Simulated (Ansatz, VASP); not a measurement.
**Al35Ga12NiN48 (Ni_Al) in two plane-wave programs**

Wanted: the spread between two codes on one cell, functional and k mesh. Of the first pair: The structure shown is the start of the Ansatz relaxation below; VASP solves that cell, so the two are compared at the walk's first step.

Program: Ansatz 0.2.0. Level of theory: plane waves, with VASP 6.6.1 beside it; PBEsol. Results are calculated unless marked as measured.

**1. The starting structure**

The cell holds 96 atoms: 35 Al, 12 Ga, 48 N and 1 Ni. Its edges and angles: a = 10.087 Å, b = 9.390 Å, c = 10.836 Å, α = 90.0°, β = 90.0°, γ = 90.0°. It derives from Al3GaN4 (Al3GaN4 (Pm)). Nearest the centre at fractional (0.500, 0.500, 0.417): Ni96 at 0.05 Å, N88 at 1.85 Å, N58 at 1.87 Å, N85 at 1.91 Å, N80 at 1.93 Å, Al27 at 3.06 Å, Ga46 at 3.06 Å, Ga44 at 3.06 Å.

**2. Ansatz: relaxation, PBEsol**

Ansatz runs on its default PAW (the set named soft_2) files.

The two programs are compared at the cell with which this relaxation starts, whose forces are those of its first step.

Contents of input.yaml:

```yaml
crystal:
  lattice:
    - [10.08692036, 0.0, 0.00025278]
    - [0.0, 9.39015678, 0.0]
    - [-0.00644816, 0.0, 10.83601904]
  atoms:
    - { symbol: Al, position: [0.25011429, 0.16666667, 0.08366547] }
    - { symbol: Al, position: [0.00045975, 0.16666667, 0.41740262] }
    - { symbol: Al, position: [0.00054363, 0.0, 0.16584607] }
    - { symbol: Ga, position: [0.24970976, 0.0, 0.33310101] }
    - { symbol: "N", position: [0.05558729, 0.0, 0.33316331] }
    - { symbol: "N", position: [0.06122767, 0.16666667, 0.08357752] }
    - { symbol: "N", position: [0.31256195, 0.16666667, 0.42009678] }
    - { symbol: "N", position: [0.31159516, 0.0, 0.16314772] }
    - { symbol: Al, position: [0.25011429, 0.16666667, 0.58366547] }
    - { symbol: Al, position: [0.00045975, 0.16666667, 0.91740262] }
    - { symbol: Al, position: [0.00054363, 0.0, 0.66584607] }
    - { symbol: Ga, position: [0.24970976, 0.0, 0.83310101] }
    - { symbol: "N", position: [0.05558729, 0.0, 0.83316331] }
    - { symbol: "N", position: [0.06122767, 0.16666667, 0.58357752] }
    - { symbol: "N", position: [0.31256195, 0.16666667, 0.92009678] }
    - { symbol: "N", position: [0.31159516, 0.0, 0.66314772] }
    - { symbol: Al, position: [0.25011429, 0.5, 0.08366547] }
    - { symbol: Al, position: [0.00045975, 0.5, 0.41740262] }
    - { symbol: Al, position: [0.00054363, 0.33333333, 0.16584607] }
    - { symbol: Ga, position: [0.24970976, 0.33333333, 0.33310101] }
    - { symbol: "N", position: [0.05558729, 0.33333333, 0.33316331] }
    - { symbol: "N", position: [0.06122767, 0.5, 0.08357752] }
    - { symbol: "N", position: [0.31256195, 0.5, 0.42009678] }
    - { symbol: "N", position: [0.31159516, 0.33333333, 0.16314772] }
    - { symbol: Al, position: [0.25011429, 0.5, 0.58366547] }
    - { symbol: Al, position: [0.00045975, 0.5, 0.91740262] }
    - { symbol: Al, position: [0.00054363, 0.33333333, 0.66584607] }
    - { symbol: Ga, position: [0.24970976, 0.33333333, 0.83310101] }
    - { symbol: "N", position: [0.05558729, 0.33333333, 0.83316331] }
    - { symbol: "N", position: [0.06122767, 0.5, 0.58357752] }
    - { symbol: "N", position: [0.31256195, 0.5, 0.92009678] }
    - { symbol: "N", position: [0.31159516, 0.33333333, 0.66314772] }
    - { symbol: Al, position: [0.25011429, 0.83333333, 0.08366547] }
    - { symbol: Al, position: [0.00045975, 0.83333333, 0.41740262] }
    - { symbol: Al, position: [0.00054363, 0.66666667, 0.16584607] }
    - { symbol: Ga, position: [0.24970976, 0.66666667, 0.33310101] }
    - { symbol: "N", position: [0.05558729, 0.66666667, 0.33316331] }
    - { symbol: "N", position: [0.06122767, 0.83333333, 0.08357752] }
    - { symbol: "N", position: [0.31256195, 0.83333333, 0.42009678] }
    - { symbol: "N", position: [0.31159516, 0.66666667, 0.16314772] }
    - { symbol: Al, position: [0.25011429, 0.83333333, 0.58366547] }
    - { symbol: Al, position: [0.00045975, 0.83333333, 0.91740262] }
    - { symbol: Al, position: [0.00054363, 0.66666667, 0.66584607] }
    - { symbol: Ga, position: [0.24970976, 0.66666667, 0.83310101] }
    - { symbol: "N", position: [0.05558729, 0.66666667, 0.83316331] }
    - { symbol: "N", position: [0.06122767, 0.83333333, 0.58357752] }
    - { symbol: "N", position: [0.31256195, 0.83333333, 0.92009678] }
    - { symbol: "N", position: [0.31159516, 0.66666667, 0.66314772] }
    - { symbol: Al, position: [0.75011429, 0.16666667, 0.08366547] }
    - { symbol: Al, position: [0.50045975, 0.16666667, 0.41740262] }
    - { symbol: Al, position: [0.50054363, 0.0, 0.16584607] }
    - { symbol: Ga, position: [0.74970976, 0.0, 0.33310101] }
    - { symbol: "N", position: [0.55558729, 0.0, 0.33316331] }
    - { symbol: "N", position: [0.56122767, 0.16666667, 0.08357752] }
    - { symbol: "N", position: [0.81256195, 0.16666667, 0.42009678] }
    - { symbol: "N", position: [0.81159516, 0.0, 0.16314772] }
    - { symbol: Al, position: [0.75011429, 0.16666667, 0.58366547] }
    - { symbol: Al, position: [0.50045975, 0.16666667, 0.91740262] }
    - { symbol: Al, position: [0.50054363, 0.0, 0.66584607] }
    - { symbol: Ga, position: [0.74970976, 0.0, 0.83310101] }
    - { symbol: "N", position: [0.55558729, 0.0, 0.83316331] }
    - { symbol: "N", position: [0.56122767, 0.16666667, 0.58357752] }
    - { symbol: "N", position: [0.81256195, 0.16666667, 0.92009678] }
    - { symbol: "N", position: [0.81159516, 0.0, 0.66314772] }
    - { symbol: Al, position: [0.75011429, 0.5, 0.08366547] }
    - { symbol: Ni, position: [0.50045975, 0.5, 0.41740262], spin: 3.0 }
    - { symbol: Al, position: [0.50054363, 0.33333333, 0.16584607] }
    - { symbol: Ga, position: [0.74970976, 0.33333333, 0.33310101] }
    - { symbol: "N", position: [0.55558729, 0.33333333, 0.33316331] }
    - { symbol: "N", position: [0.56122767, 0.5, 0.08357752] }
    - { symbol: "N", position: [0.81256195, 0.5, 0.42009678] }
    - { symbol: "N", position: [0.81159516, 0.33333333, 0.16314772] }
    - { symbol: Al, position: [0.75011429, 0.5, 0.58366547] }
    - { symbol: Al, position: [0.50045975, 0.5, 0.91740262] }
    - { symbol: Al, position: [0.50054363, 0.33333333, 0.66584607] }
    - { symbol: Ga, position: [0.74970976, 0.33333333, 0.83310101] }
    - { symbol: "N", position: [0.55558729, 0.33333333, 0.83316331] }
    - { symbol: "N", position: [0.56122767, 0.5, 0.58357752] }
    - { symbol: "N", position: [0.81256195, 0.5, 0.92009678] }
    - { symbol: "N", position: [0.81159516, 0.33333333, 0.66314772] }
    - { symbol: Al, position: [0.75011429, 0.83333333, 0.08366547] }
    - { symbol: Al, position: [0.50045975, 0.83333333, 0.41740262] }
    - { symbol: Al, position: [0.50054363, 0.66666667, 0.16584607] }
    - { symbol: Ga, position: [0.74970976, 0.66666667, 0.33310101] }
    - { symbol: "N", position: [0.55558729, 0.66666667, 0.33316331] }
    - { symbol: "N", position: [0.56122767, 0.83333333, 0.08357752] }
    - { symbol: "N", position: [0.81256195, 0.83333333, 0.42009678] }
    - { symbol: "N", position: [0.81159516, 0.66666667, 0.16314772] }
    - { symbol: Al, position: [0.75011429, 0.83333333, 0.58366547] }
    - { symbol: Al, position: [0.50045975, 0.83333333, 0.91740262] }
    - { symbol: Al, position: [0.50054363, 0.66666667, 0.66584607] }
    - { symbol: Ga, position: [0.74970976, 0.66666667, 0.83310101] }
    - { symbol: "N", position: [0.55558729, 0.66666667, 0.83316331] }
    - { symbol: "N", position: [0.56122767, 0.83333333, 0.58357752] }
    - { symbol: "N", position: [0.81256195, 0.83333333, 0.92009678] }
    - { symbol: "N", position: [0.81159516, 0.66666667, 0.66314772] }
  host:
    repeats: [2, 3, 2]
    atoms:
      - { symbol: Al, position: [0.50022857, 0.5, 0.16733093] }
      - { symbol: Al, position: [0.00091951, 0.5, 0.83480524] }
      # ... 6 more atoms of the perfect host
basis:
  ecutwfc: 420
  xc_grid: 2
hamiltonian:
  xc: pbesol
kpoints:
  mp_grid: { grid: [1, 1, 1], shift: [0.25, 0.25, 0.25] }
magnetization:
  spin_polarized: true
  initial_magnetization: 3
  spin_locking: { lock_magnetization: hard }
scf:
  occupations: { method: fixed }
  max_iter: 80
output:
  forces: true
  charged_corrections:
    epsilon: [4.99, 4.79, 4.8]
    static_epsilon: [9.98, 8.63, 8.67]
    defect_position: [0.50046, 0.5, 0.417403]
relax:
  f_tol: 0.02
  max_steps: 80
  random_displacement: { amplitude: 0.05, seed: 3162 }
checkpoint:
  write: "../q0_M3.relax.run"
  compress: false
  write_wavefunctions: true
  write_every: 100000
```

Started as:

```console
$ ansatz run input.yaml --threads 4 --pin off --max-ram 14131MiB --backend cpu --events-out ev --progress --plain --runs-dir out
```

Numbers of over 12 decimals in the logs are rounded to 6 here.

What it wrote:

```text
Engine: ansatz 0.2.0, x86_64-unknown-linux-gnu
Pseudopotentials: kind: paw
Pseudopotential: Al, paw, valence charge 3, recommended cutoff 420 eV (normal), Al.paw.azcp
Pseudopotential: Ga, paw, valence charge 13, recommended cutoff 420 eV (normal), Ga.paw.azcp
Pseudopotential: N, paw, valence charge 5, recommended cutoff 420 eV (normal), N.paw.azcp
Pseudopotential: Ni, paw, valence charge 18, recommended cutoff 420 eV (normal), Ni.paw.azcp
Functional definition: PBEsol
  exchange = pbesol_x
  correlation = pbesol_c
Crystal: 96 atoms, lattice volume = 1026.364 Å³
Basis set: ecut = 420 eV, 20007 PW (Γ), exchange–correlation on 144×128×150 points (8 copies of the dense FFT grid, shifted against one another)
Bands: 357, of which v1, the nominal top of the filled ones, is band 260 counted from 1 (259 counted from 0)
Symmetry: 1 space group operations
k-points: 1
Non-local potential: Al, projectors of the file, l = 0: 2, l = 1: 2, l = 2: 1
Non-local potential: Ga, projectors of the file, l = 0: 2, l = 1: 2, l = 2: 3, l = 3: 1
Non-local potential: N, projectors of the file, l = 0: 2, l = 1: 2, l = 2: 1
Non-local potential: Ni, projectors of the file, l = 0: 3, l = 1: 2, l = 2: 3, l = 3: 1
PAW form: soft (Blöchl's): semilocal exchange-correlation on the pseudo side does not see the compensation charge
PAW frozen core: Al, regenerated for the run's functional, and the local potential with it (the file was generated under x = pbe(κ = 0.804, μ = 0.219515), c = pbe(β = 0.066725))
PAW frozen core: Ga, regenerated for the run's functional, and the local potential with it (the file was generated under x = pbe(κ = 0.804, μ = 0.219515), c = pbe(β = 0.066725))
PAW frozen core: N, regenerated for the run's functional, and the local potential with it (the file was generated under x = pbe(κ = 0.804, μ = 0.219515), c = pbe(β = 0.066725))
PAW frozen core: Ni, regenerated for the run's functional, and the local potential with it (the file was generated under x = pbe(κ = 0.804, μ = 0.219515), c = pbe(β = 0.066725))
PAW one-centre angular grid: Al, 110 points (default); XC on 64 Gauss nodes
PAW one-centre angular grid: Ga, 590 points (default); XC on 64 Gauss nodes
PAW one-centre angular grid: N, 110 points (default); XC on 64 Gauss nodes
PAW one-centre angular grid: Ni, 590 points (default); XC on 64 Gauss nodes
Initial density: superposition of atomic densities (chi_scale 0.1, normalization cell, long waves kept (reshape's long-wave potential 0.24 eV rms))
Starting moments: Σ|m| = 3 μB on 1 of 96 sites
Initial wavefunctions: pseudopotential atomic-orbital guess
Functional: x = pbesol(κ = 0.804, μ = 0.123457), c = pbesol(β = 0.046)
SCF iter   1: F=—  HF=-87414.493181 eV  |F-HF|=—  |Δ(HF+E_count)|=         —  Δρ=7.78e-2 (↑6.14e-2 ↓7.78e-2)  dr2=1.85e2  dr2_m=7.26e0  M=3.000 μB ∫|m|=3.004 μB  β_m=0.30  ethr=3.10e-3  ⟨swp⟩=5.0  Hψ=2138  notcnv=0  defer=184
preconditioner: auto → Resta (q_TF=auto, 2.435 Å⁻¹)  ε∞=3.8  [insulator: Δε(μ)=0.400 eV  Ē_g=15.556 eV  n_scr=260 (ndim 8)  ℏωp=26.2 eV  f_vac=0.000  ε∞_Penn≈3.8]
spin=Collinear: Resta preconditioning applied to the charge; magnetization (m = ρ↑ − ρ↓) channel mixes plain (no charge-response kernel on spin).
SCF iter   2: F=—  HF=-87375.951177 eV  |F-HF|=—  |Δ(HF+E_count)|=    3.85e1  Δρ=3.63e-2 (↑3.62e-2 ↓3.63e-2)  dr2=5.28e1  dr2_m=2.39e-1  M=3.000 μB ∫|m|=3.043 μB  β_m=0.39  ethr=3.10e-3  ⟨swp⟩=3.5  Hψ=1273  notcnv=0  defer=188
SCF iter   3: F=—  HF=-87367.866142 eV  |F-HF|=—  |Δ(HF+E_count)|=    8.09e0  Δρ=6.49e-2 (↑1.82e-2 ↓6.49e-2)  dr2=5.01e1  dr2_m=7.24e0  M=3.000 μB ∫|m|=3.005 μB  β_m=0.32  ethr=3.10e-3  ⟨swp⟩=4.0  Hψ=1546  notcnv=0  defer=190
SCF iter   4: F=—  HF=-87361.731804 eV  |F-HF|=—  |Δ(HF+E_count)|=    6.13e0  Δρ=1.31e-2 (↑1.30e-2 ↓1.31e-2)  dr2=3.59e0  dr2_m=3.84e-2  M=3.000 μB ∫|m|=3.050 μB  β_m=0.53  ethr=3.10e-3  ⟨swp⟩=3.0  Hψ=1264  notcnv=0  defer=187
SCF iter   5: F=—  HF=-87360.971696 eV  |F-HF|=—  |Δ(HF+E_count)|=   7.60e-1  Δρ=4.66e-3 (↑3.55e-3 ↓4.66e-3)  dr2=6.31e-1  dr2_m=9.85e-3  M=3.000 μB ∫|m|=3.061 μB  β_m=0.48  ethr=6.92e-4  ⟨swp⟩=3.0  Hψ=1102  notcnv=0  defer=191
SCF iter   6: F=—  HF=-87360.892506 eV  |F-HF|=—  |Δ(HF+E_count)|=   7.92e-2  Δρ=1.64e-3 (↑1.19e-3 ↓1.64e-3)  dr2=6.36e-2  dr2_m=1.49e-3  M=3.000 μB ∫|m|=3.058 μB  β_m=0.66  ethr=1.22e-4  ⟨swp⟩=2.5  Hψ=873  notcnv=0  defer=191
SCF iter   7: F=—  HF=-87360.900072 eV  |F-HF|=—  |Δ(HF+E_count)|=   7.57e-3  Δρ=4.41e-4 (↑4.11e-4 ↓4.41e-4)  dr2=4.84e-3  dr2_m=3.36e-5  M=3.000 μB ∫|m|=3.058 μB  β_m=0.76  ethr=1.23e-5  ⟨swp⟩=3.0  Hψ=868  notcnv=0  defer=191
SCF iter   8: F=—  HF=-87360.902390 eV  |F-HF|=—  |Δ(HF+E_count)|=   2.32e-3  Δρ=5.81e-4 (↑2.70e-4 ↓5.81e-4)  dr2=5.89e-3  dr2_m=3.20e-4  M=3.000 μB ∫|m|=3.058 μB  β_m=0.76  ethr=9.33e-7  ⟨swp⟩=2.0  Hψ=1237  notcnv=0  defer=191
[...]
--- Relaxed structure (5 steps of the walk, 5 accepted, 0 SCFs on fresh bases) ---
  F+E_penalty+E_count = -87363.45520856 eV   max|allowed force component| = 1.213e-2 eV/Å
  atoms:
    - { symbol: Al, position: [0.249940, 0.166074, 0.083606] }
    - { symbol: Al, position: [0.000508934, 0.166217, 0.417471] }
    - { symbol: Al, position: [0.000297903, -0.000352815, 0.165914] }
    - { symbol: Ga, position: [0.249536, -0.000368533, 0.333099] }
    - { symbol: N, position: [0.055546, -0.000367905, 0.333142] }
    - { symbol: N, position: [0.061081, 0.166213, 0.083548] }
    - { symbol: N, position: [0.312296, 0.166143, 0.420317] }
    - { symbol: N, position: [0.311510, -0.000341981, 0.163250] }
    - { symbol: Al, position: [0.249774, 0.166204, 0.583787] }
    - { symbol: Al, position: [0.000226819, 0.166330, 0.917458] }
    - { symbol: Al, position: [0.000310564, -0.000337436, 0.665925] }
    - { symbol: Ga, position: [0.249453, -0.000372823, 0.833064] }
    - { symbol: N, position: [0.055398, -0.000319975, 0.833208] }
    - { symbol: N, position: [0.061080, 0.166222, 0.583656] }
    - { symbol: N, position: [0.312421, 0.166226, 0.920133] }
    - { symbol: N, position: [0.311533, -0.000371822, 0.663220] }
    - { symbol: Al, position: [0.249825, 0.499626, 0.083623] }
    - { symbol: Al, position: [0.00161294, 0.499672, 0.417401] }
    - { symbol: Al, position: [0.000580797, 0.332958, 0.165730] }
    - { symbol: Ga, position: [0.250092, 0.332186, 0.332640] }
    - { symbol: N, position: [0.055694, 0.332704, 0.333002] }
    - { symbol: N, position: [0.061094, 0.499656, 0.083491] }
    - { symbol: N, position: [0.309037, 0.499687, 0.419925] }
    - { symbol: N, position: [0.311353, 0.332858, 0.162801] }
    - { symbol: Al, position: [0.250699, 0.499636, 0.584679] }
    - { symbol: Al, position: [0.00023595, 0.499687, 0.917390] }
    - { symbol: Al, position: [0.00072256, 0.332924, 0.665930] }
    - { symbol: Ga, position: [0.249499, 0.332881, 0.833397] }
    - { symbol: N, position: [0.055483, 0.332982, 0.833303] }
    - { symbol: N, position: [0.061549, 0.499665, 0.583861] }
    - { symbol: N, position: [0.312477, 0.499693, 0.920118] }
    - { symbol: N, position: [0.311275, 0.332616, 0.663530] }
    - { symbol: Al, position: [0.249963, 0.833176, 0.083612] }
    - { symbol: Al, position: [0.000529833, 0.833099, 0.417471] }
    - { symbol: Al, position: [0.000589228, 0.666374, 0.165720] }
    - { symbol: Ga, position: [0.250064, 0.667078, 0.332618] }
    - { symbol: N, position: [0.055685, 0.666609, 0.332993] }
    - { symbol: N, position: [0.061115, 0.833124, 0.083545] }
    - { symbol: N, position: [0.312314, 0.833227, 0.420296] }
    - { symbol: N, position: [0.311370, 0.666397, 0.162782] }
    - { symbol: Al, position: [0.249780, 0.833022, 0.583777] }
    - { symbol: Al, position: [0.000231882, 0.833050, 0.917472] }
    - { symbol: Al, position: [0.000710837, 0.666413, 0.665938] }
    - { symbol: Ga, position: [0.249479, 0.666405, 0.833403] }
    - { symbol: N, position: [0.055466, 0.666391, 0.833309] }
    - { symbol: N, position: [0.061090, 0.833091, 0.583664] }
    - { symbol: N, position: [0.312434, 0.833174, 0.920135] }
    - { symbol: N, position: [0.311318, 0.666642, 0.663538] }
    - { symbol: Al, position: [0.749982, 0.166413, 0.083881] }
    - { symbol: Al, position: [0.499839, 0.166236, 0.418441] }
    - { symbol: Al, position: [0.500442, -0.00032952, 0.166293] }
    - { symbol: Ga, position: [0.749475, -0.000355032, 0.333355] }
[...]
- { symbol: Al, position: [0.750148, 0.166297, 0.583788] }
    - { symbol: Al, position: [0.500289, 0.166189, 0.917538] }
    - { symbol: Al, position: [0.500474, -0.00041367, 0.666210] }
    - { symbol: Ga, position: [0.749624, -0.000362411, 0.833273] }
[...]
- { symbol: Ni, position: [0.500559, 0.499735, 0.417832] }
[...]
- { symbol: Ga, position: [0.750273, 0.333409, 0.333383] }
[...]
- { symbol: Al, position: [0.500367, 0.499664, 0.916934] }
    - { symbol: Al, position: [0.499836, 0.332172, 0.665785] }
    - { symbol: Ga, position: [0.749571, 0.332971, 0.832949] }
[...]
- { symbol: Al, position: [0.749979, 0.832893, 0.083862] }
    - { symbol: Al, position: [0.499871, 0.833101, 0.418383] }
    - { symbol: Al, position: [0.499960, 0.665735, 0.165228] }
    - { symbol: Ga, position: [0.750310, 0.665887, 0.333316] }
    - { symbol: N, position: [0.557078, 0.669547, 0.331529] }
    - { symbol: N, position: [0.561058, 0.833069, 0.083687] }
    - { symbol: N, position: [0.812760, 0.833104, 0.420272] }
    - { symbol: N, position: [0.811775, 0.666196, 0.162996] }
    - { symbol: Al, position: [0.750184, 0.832963, 0.583738] }
    - { symbol: Al, position: [0.500297, 0.833118, 0.917561] }
    - { symbol: Al, position: [0.499889, 0.667081, 0.665816] }
    - { symbol: Ga, position: [0.749576, 0.666320, 0.832930] }
    - { symbol: N, position: [0.555483, 0.666604, 0.833268] }
    - { symbol: N, position: [0.561268, 0.833230, 0.583945] }
    - { symbol: N, position: [0.812367, 0.832975, 0.920204] }
    - { symbol: N, position: [0.811881, 0.666417, 0.663141] }
```

Reading the cycles: dr2 is the Hartree energy of the density residual (eV), the measure of convergence; HF is the Harris–Foulkes estimate of the energy, which meets the free energy F at convergence.

[end of part 1 of 2]

[Lines on the potential files, build, host, timing and source positions are cut from VASP's logs without a mark.]

[Logs are printed without paths, hosts, clocks, repeated set-up lines and the standing remarks that a program may print on its own settings, such as how far it seeks lower states.]

[Hosts, paths, dates, database ids (printed as entryN), source tags and the programs' standing remarks are cut or masked in the printed files.]
